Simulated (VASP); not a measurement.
# ZnCdSe₂ (space group P-4m2): computed properties

Method: PBEsol GGA, VASP's PBE PAW potentials (set 64) (plane waves; VASP).

```json
{
 "space_group": "P-4m2 (115)",
 "cell": "a = b = 4.122 Å, c = 5.906 Å, α = β = γ = 90.00°",
 "volume_per_atom": "25.08 Å³/atom",
 "band gap (over mesh and band path)": "0.73 eV",
 "smallest direct gap (over mesh and band path)": "0.73 eV",
 "band_edge_character_without_spin_orbit_coupling": "direct, Γ to Γ",
 "band_gap_with_spin_orbit_coupling": "0.61 eV",
 "density": "5.56 g/cm³"
}
```

CdZnSe₂ has the tetragonal space group P-4m2 (No. 115), Pearson symbol tP4. Conventional cell: a = b = 4.122 Å, c = 5.906 Å, α = β = γ = 90.00°. Zn on 1c has 4 Se at 2.456 Å (tetrahedral). Cd on 1a is surrounded by 4 Se at 2.619 Å (tetrahedral). Se on 2g is surrounded by 2 Zn at 2.456 Å and 2 Cd at 2.619 Å (tetrahedral). (Neighbours: up to the widest gap in distance over summed covalent radii, below 1.35, at either atom; cation-cation and far metal-metal contacts left out.)

The structure comes from a computed database's ZnCdSe2 entry (P-4m2); how it stands against other phases isn't given here. It was relaxed first. Symmetry was kept, so distortions that lower it aren't found.
